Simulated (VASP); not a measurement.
An input for Quantum ESPRESSO's pw.x (written as the equivalent of a VASP run, and not itself run):

```
&CONTROL
  calculation = 'vc-relax'
  pseudo_dir = './pseudo'
  outdir = './out'
  tprnfor = .true.
  tstress = .true.
  nstep = 60
  forc_conv_thr = 0.00078
/
&SYSTEM
  ibrav = 0
  nat = 4
  ntyp = 2
  ecutwfc = 98
  occupations = 'smearing'
  smearing = 'methfessel-paxton'
  degauss = 0.00735
  input_dft = 'pbe'
  nspin = 2
  starting_magnetization(2) = 0.05
/
&ELECTRONS
  conv_thr = 7.3e-08
  electron_maxstep = 100
/
&IONS
/
&CELL
/
ATOMIC_SPECIES
  Al 26.982 Al.upf
  Ni 58.693 Ni.upf
CELL_PARAMETERS angstrom
     3.5700000    0.0000000    0.0000000
     0.0000000    3.5700000    0.0000000
     0.0000000    0.0000000    3.5700000
ATOMIC_POSITIONS crystal
  Al   0.0000000  0.0000000  0.0000000
  Ni   0.0000000  0.5000000  0.5000000
  Ni   0.5000000  0.0000000  0.5000000
  Ni   0.5000000  0.5000000  0.0000000
K_POINTS automatic
  8 8 8 0 0 0
```

Task: Write the VASP files for the same calculation (PBE).

Result: This is not unique; one that fits is 
**INCAR**
```
EDIFFG=-0.02   ! ionic stop
GGA=PE   ! PBE
IBRION=2
PREC=Accurate
EDIFF=1E-6
ENCUT=480   ! plane-wave cut-off (eV)
SYSTEM=Ni3Al
LWAVE=.False.
LREAL=.False.   ! projection in real space or not
LASPH=.True.   ! aspherical one-centre terms
ALGO=Normal
LORBIT=10
MAGMOM=0.0 3*0.5
ISMEAR=1   ! Methfessel-Paxton
SIGMA=0.1
NSW=60   ! most ionic steps
ISPIN=2   ! spin-polarised
LCHARG=.False.
NELM=100
LMAXMIX=4   ! l cut-off of mixed one-centre charges
ISIF=3   ! ions, shape and volume
```

### POSCAR
```
Ni3Al
1.0
  3.5700000000   0.0000000000   0.0000000000
  0.0000000000   3.5700000000   0.0000000000
  0.0000000000   0.0000000000   3.5700000000
Al Ni
1 3
direct
  0.0000000000   0.0000000000   0.0000000000
  0.0000000000   0.5000000000   0.5000000000
  0.5000000000   0.0000000000   0.5000000000
  0.5000000000   0.5000000000   0.0000000000
```

**KPOINTS**
```
Automatic
0
G
8 8 8
```

POTCAR, in this order: Al Ni (PBE.64 set). Program: vasp_std.

What does not carry over: the potentials are each code's own (VASP's PAW set, PseudoDojo norm-conserving files in pw.x), so ENCUT and ecutwfc are chosen apart and not converted; conv_thr bounds pw.x's estimated SCF error, while EDIFF bounds the energy change between steps; starting_magnetization is a fraction of the valence charge and MAGMOM a moment in μB, so they match only roughly; forc_conv_thr acts on force components and is met together with etot_conv_thr.

The compound is Ni3Al in the L1_2 structure. This run relaxes it. Symmetry was kept, so distortions that lower it aren't found. The start is the result of an earlier pass.
